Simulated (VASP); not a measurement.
Output of a VASP run:

### OSZICAR
```
       N       E                     dE             d eps       ncg     rms          rms(c)
DAV:   1     0.141764701236E+03    0.14176E+03   -0.11581E+04  2448   0.122E+03
DAV:   2     0.127740586459E+01   -0.14049E+03   -0.13794E+03  2536   0.341E+02
DAV:   3    -0.157338273521E+01   -0.28508E+01   -0.28477E+01  2928   0.580E+01
DAV:   4    -0.157649585489E+01   -0.31131E-02   -0.31131E-02  2904   0.167E+00
DAV:   5    -0.157650483398E+01   -0.89791E-05   -0.89789E-05  2896   0.818E-02    0.394E+00
DAV:   6    -0.149223198645E+01    0.84273E-01   -0.25807E-01  2616   0.638E+00    0.322E+00
DAV:   7    -0.148871757809E+01    0.35144E-02   -0.26924E-02  2760   0.164E+00    0.158E+00
DAV:   8    -0.148922144217E+01   -0.50386E-03   -0.31982E-03  2632   0.800E-01    0.872E-02
DAV:   9    -0.148927622923E+01   -0.54787E-04   -0.29722E-05  3136   0.606E-02    0.308E-02
DAV:  10    -0.148930973977E+01   -0.33511E-04   -0.33058E-05  2656   0.666E-02    0.283E-03
DAV:  11    -0.148931012004E+01   -0.38026E-06   -0.22962E-08  1800   0.164E-03
   1 F= -.14893101E+01 E0= -.14895411E+01  d E =0.692848E-03
```

### OUTCAR
```
------------------------ aborting loop because EDIFF is reached ----------------------------------------
  FORCE on cell =-STRESS in cart. coord.  units (eV):
  Direction    XX          YY          ZZ          XY          YZ          ZX
  --------------------------------------------------------------------------------------
  Total       -0.4801712     -0.4801713      0.2246659      0.0000000      0.0000000      0.0000000
  in kB      -16.7728437    -16.7728461      7.8477960      0.0000000      0.0000000      0.0000000
  external PRESSURE =      -8.5659646 kB  Pullay stress =       0.0000000 kB
  volume of cell :       45.87
      direct lattice vectors                 reciprocal lattice vectors
     1.519800000 -2.632371000  0.000000000     0.328990657 -0.189942831  0.000000000
     1.519800000  2.632371000  0.000000000     0.328990657  0.189942831  0.000000000
     0.000000000  0.000000000  5.732400000     0.000000000  0.000000000  0.174447003
 POSITION                                       TOTAL-FORCE (eV/Angst)
 -----------------------------------------------------------------------------------
      1.51980      0.87746      1.43310         0.000000      0.000000      0.000000
      1.51980     -0.87746      4.29930        -0.000000     -0.000000      0.000000
 -----------------------------------------------------------------------------------
    total drift:                                0.000013      0.000207      0.000002
  FREE ENERGIE OF THE ION-ELECTRON SYSTEM (eV)
  ---------------------------------------------------
  free  energy   TOTEN  =        -1.4893101200 eV

  energy  without entropy=       -1.4900029685  energy(sigma->0) =       -1.48954107
```
(Selected blocks of OUTCAR.)

File POSCAR:
```
Cd
1
    1.5198000000    -2.6323710000     0.0000000000
    1.5198000000     2.6323710000     0.0000000000
    0.0000000000     0.0000000000     5.7324000000
Cd
2
Direct
  0.3333330000   0.6666670000   0.2500000000
  0.6666670000   0.3333330000   0.7500000000
```

**Question.** Reconstruct the remaining input files.

**Answer.** This is not unique; one that fits is the input of the run itself, PBE GGA, plane waves, VASP's PBE PAW potentials (set 64).

KPOINTS:
```
Automatic mesh
0
Gamma
12 12 6
0 0 0
```

**INCAR**
```
# general
SYSTEM =Cd
PREC   =Accurate
ENCUT  =400   # plane-wave cut-off (eV)
LREAL  =.FALSE.   # projection in real space or not
LASPH  =.TRUE.   # aspherical one-centre terms
ADDGRID=.TRUE.

# electronic loop
EDIFF  =1E-6   # SCF stop (eV)
NELM   =100
ALGO   =Normal
LMAXMIX=4   # l cut-off of mixed one-centre charges

# smearing
ISMEAR =1   # Methfessel-Paxton
SIGMA  =0.1

# functional
GGA    =PE   # PBE

# ions
ISIF   =2   # forces and stress, cell fixed

# output
LWAVE  =.FALSE.
LCHARG =.FALSE.
```

POTCAR, in this order: Cd (PBE.64 set). Program: vasp_std.

The compound is Cd in the hcp structure. The cell was not relaxed at this level. The run is one of a series of settings (ADDGRID = .TRUE. against the base run), some of them coarse on purpose.
